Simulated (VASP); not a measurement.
VASP input:

INCAR:
```
! general
SYSTEM  =  Al
PREC    =  Accurate
ENCUT   =  520
LREAL   =  .False.
LASPH   =  .True.

! electronic loop
EDIFF   =  1E-7
NELM    =  100
ALGO    =  Normal

! smearing
ISMEAR  =  -5

! functional
GGA     =  91

! ions
ISIF    =  2

! output
LWAVE   =  .False.
LCHARG  =  .True.
LORBIT  =  11
NEDOS   =  601
```

File KPOINTS:
```
Regular mesh
0
gamma
  17 17 17
```

File POSCAR:
```
Al
1
   -0.0000000000     2.0209624346     2.0209624346
    2.0209624346     0.0000000000     2.0209624346
    2.0209624346     2.0209624346    -0.0000000000
Al
1
Direct
  1.0000000000   0.0000000000   1.0000000000
```

POTCAR, in this order: Al (PBE.64 set). Program: vasp_std.

Question: Translate this PW91 calculation to Quantum ESPRESSO's pw.x.

Answer: One equivalent input (not run):
```
&CONTROL
  calculation = 'scf'
  pseudo_dir = './pseudo'
  outdir = './out'
  tprnfor = .true.
  tstress = .true.
/
&SYSTEM
  ibrav = 0
  nat = 1
  ntyp = 1
  ecutwfc = 40
  occupations = 'tetrahedra'
  input_dft = 'pw91'
/
&ELECTRONS
  conv_thr = 7.3e-09
  electron_maxstep = 100
/
ATOMIC_SPECIES
  Al 26.982 Al.upf
CELL_PARAMETERS angstrom
    -0.0000000    2.0209624    2.0209624
     2.0209624    0.0000000    2.0209624
     2.0209624    2.0209624   -0.0000000
ATOMIC_POSITIONS crystal
  Al   1.0000000  0.0000000  1.0000000
K_POINTS automatic
  17 17 17 0 0 0
```
Limits of the translation: the potentials are each code's own (VASP's PAW set, PseudoDojo norm-conserving files in pw.x), so ENCUT and ecutwfc are chosen apart and not converted; conv_thr bounds pw.x's estimated SCF error, while EDIFF bounds the energy change between steps.

The compound is Al in the fcc structure. It was relaxed first.
